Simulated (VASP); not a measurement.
Here is a VASP 6.6.1 calculation.

File INCAR:

```
PREC = Accurate
ENCUT = 520
EDIFF = 1E-6
ISMEAR = 0
SIGMA = 0.1
LREAL = False
LASPH = True
NELM = 150
ALGO = Normal
ISIF = 2
LWAVE = False
LCHARG = False
METAGGA = R2SCAN
LMIXTAU = True
KPAR = 8
```

The input KPOINTS:

```
regular mesh
0
Gamma
  8 8 8
```

POSCAR

```
Zn4Te3O
1.0
   -2.9156000000      2.9156000000      5.6592900000
    2.9156000000     -2.9156000000      5.6592900000
    2.9156000000      2.9156000000     -5.6592900000
Zn Te O
4 3 1
Direct
    0.6913370000      0.6913370000      0.5970880000
    0.0942490000      0.0942490000      0.4029120000
    0.3086630000      0.9057510000      0.0000000000
    0.9057510000      0.3086630000      0.0000000000
    0.5000000000      0.5000000000      0.0000000000
    0.2500000000      0.7500000000      0.5000000000
    0.7500000000      0.2500000000      0.5000000000
    0.0000000000      0.0000000000      0.0000000000
```

Potentials or basis: VASP PAW PBE potentials, release 64 (Zn, Te, O).

The run is started by

```sh
$ cat potpaw_PBE.64/Zn/POTCAR potpaw_PBE.64/Te/POTCAR potpaw_PBE.64/O/POTCAR > POTCAR
$ mpirun -np 8 vasp_std > vasp.out
```

Predict the largest force.

0.079 eV/Å.

Estimate the pressure.

-2.0 GPa.

Predict the band gap on the k mesh.

0.73 eV, direct.

Forces on the atoms (eV/Å):
```
Zn   0.045  0.045  0.048
Zn  -0.045 -0.045  0.048
Zn   0.045 -0.045 -0.048
Zn  -0.045  0.045 -0.048
Te   0.000  0.000  0.000
Te   0.000  0.000  0.000
Te   0.000  0.000  0.000
O    0.000  0.000  0.000
```

Caveat: the PAW data sets were made with another functional, which shifts forces and pressure a little; spin-orbit coupling is left out, which moves the levels of the heavy elements. r2SCAN opens gaps a little over a GGA but as a rule still falls short of measured ones.
